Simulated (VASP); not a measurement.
LiLa2VO6, 10 atoms in the cell. The structure is cubic, space group Fm-3m (No. 225). Conventional cell: a = 7.729 Å, b = 7.729 Å, c = 7.729 Å, α = 90.00°, β = 90.00°, γ = 90.00°. Li (site symmetry m-3m) is surrounded by 6 O at 1.99 Å. Around La (site symmetry -43m) lie 12 O at 2.73 Å. V (site symmetry m-3m) has 6 O at 1.88 Å as nearest neighbours. Around O (site symmetry 4mm) lie 1 V at 1.88 Å and 1 Li at 1.99 Å. The cell is a database's computed one.

```yaml
Program: VASP 6.6.1
Task: relaxation of cell and atoms
Functional: PBEsol
Potentials_or_basis: VASP PAW PBE potentials, release 64 (Li_sv, La, V_sv, O)
Cutoff: 600 eV
k_mesh: 6 × 6 × 6
Occupations: gaussian, width 0.03 eV
Spin: no spin polarisation
Further_INCAR_settings: ALGO = Normal; EDIFF = 1e-06; IBRION = 2; EDIFFG = -0.01; NSW = 90; ISIF = 3
```

Potentials or basis: VASP PAW PBE potentials, release 64 (Li_sv, La, V_sv, O).

Command:

```console
$ cat potpaw_PBE.64/Li_sv/POTCAR potpaw_PBE.64/La/POTCAR potpaw_PBE.64/V_sv/POTCAR potpaw_PBE.64/O/POTCAR > POTCAR
$ mpirun -np 2 vasp_std > vasp.out
```

Hardware: 2 MPI ranks on Intel(R) Xeon(R) 6975P-C (Granite Rapids), on a shared host.

**Question.** How long does it take, and how much memory?

**Answer.** Wall time 4.7 min on 2 MPI ranks on Intel(R) Xeon(R) 6975P-C (Granite Rapids), on a shared host, peak memory 0.4 GiB a rank. Counts: scf iterations 76, k points 16, ion steps 7.
